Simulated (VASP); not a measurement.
Level of theory: PBEsol GGA, VASP's PBE PAW potentials (set 64) (plane waves; VASP 6.6.1).

VASP ran on this input.

File POSCAR:
```
InBi
1
    0.0000000000     3.2412153232     3.2412153232
    3.2412153232     0.0000000000     3.2412153232
    3.2412153232     3.2412153232    -0.0000000000
In Bi
1 1
Direct
  0.0000000000   0.0000000000   0.0000000000
  0.2500000000   0.2500000000   0.2500000000
```

### INCAR
```
SYSTEM = InBi
PREC = Accurate
ENCUT = 500
EDIFF = 1E-6
NELM = 100
ALGO = Normal
LREAL = .FALSE.
LASPH = .TRUE.
ISMEAR = 1
SIGMA = 0.1
GGA = PS
LMAXMIX = 4
LWAVE = .FALSE.
LCHARG = .FALSE.
IBRION = 2
ISIF = 3
NSW = 40
EDIFFG = -0.02
PSTRESS = 50
```

### KPOINTS
```
Automatic mesh
0
Gamma
  10 10 10
```

POTCAR, in this order: In_d Bi_d (PBE.64 set). Program: vasp_std.

What VASP printed:

OSZICAR:
```
       N       E                     dE             d eps       ncg     rms          rms(c)
DAV:   1     0.242504412575E+03    0.24250E+03   -0.14585E+04  1692   0.185E+03
DAV:   2     0.117432363508E+02   -0.23076E+03   -0.22783E+03  1700   0.420E+02
DAV:   3    -0.656254277577E+01   -0.18306E+02   -0.18221E+02  2010   0.145E+02
DAV:   4    -0.715978668371E+01   -0.59724E+00   -0.59684E+00  1978   0.288E+01
DAV:   5    -0.719587839386E+01   -0.36092E-01   -0.36090E-01  2452   0.598E+00    0.363E+00
DAV:   6    -0.709813939243E+01    0.97739E-01   -0.15927E-01  2170   0.674E+00    0.193E+00
DAV:   7    -0.707268778705E+01    0.25452E-01   -0.78230E-02  2538   0.351E+00    0.370E-01
DAV:   8    -0.707214771288E+01    0.54007E-03   -0.85583E-03  2164   0.136E+00    0.147E-01
DAV:   9    -0.707247650381E+01   -0.32879E-03   -0.69925E-04  2198   0.267E-01    0.496E-02
DAV:  10    -0.707249158466E+01   -0.15081E-04   -0.47221E-05  2022   0.740E-02    0.183E-02
DAV:  11    -0.707250268205E+01   -0.11097E-04   -0.15933E-05  1752   0.353E-02    0.790E-03
DAV:  12    -0.707250303810E+01   -0.35605E-06   -0.12884E-06  1566   0.117E-02
   1 F= -.49472381E+01 E0= -.49471992E+01  d E =-.494724E+01
```

**OUTCAR**
```
------------------------ aborting loop because EDIFF is reached ----------------------------------------
  FORCE on cell =-STRESS in cart. coord.  units (eV):
  Direction    XX          YY          ZZ          XY          YZ          ZX
  --------------------------------------------------------------------------------------
  Total        2.1215027      2.1215027      2.1215027      0.0000000      0.0000000     -0.0000000
  in kB       49.9114884     49.9114884     49.9114884      0.0000000      0.0000000     -0.0000000
  external PRESSURE =      -0.0885116 kB  Pullay stress =      50.0000000 kB
  volume of cell :       68.10
      direct lattice vectors                 reciprocal lattice vectors
     0.000000000  3.241215323  3.241215323    -0.154263124  0.154263124  0.154263124
     3.241215323  0.000000000  3.241215323     0.154263124 -0.154263124  0.154263124
     3.241215323  3.241215323  0.000000000     0.154263124  0.154263124 -0.154263124
 POSITION                                       TOTAL-FORCE (eV/Angst)
 -----------------------------------------------------------------------------------
      0.00000      0.00000      0.00000         0.000000      0.000000      0.000000
      1.62061      1.62061      1.62061        -0.000000     -0.000000     -0.000000
 -----------------------------------------------------------------------------------
    total drift:                                0.000000      0.000000      0.000000
  FREE ENERGIE OF THE ION-ELECTRON SYSTEM (eV)
  ---------------------------------------------------
  free  energy   TOTEN  =        -7.0725030381 eV

  energy  without entropy=       -7.0723862976  energy(sigma->0) =       -7.07246412
  enthalpy is  TOTEN    =        -4.9472381469 eV   P V=        2.1252648912

 reached required accuracy - stopping structural energy minimisation
```
(Selected blocks of OUTCAR.)

The structure was generated: InBi was put into the zinc blende type (F-43m), which need not be its known phase. It was relaxed first under an external pressure of 5 GPa.
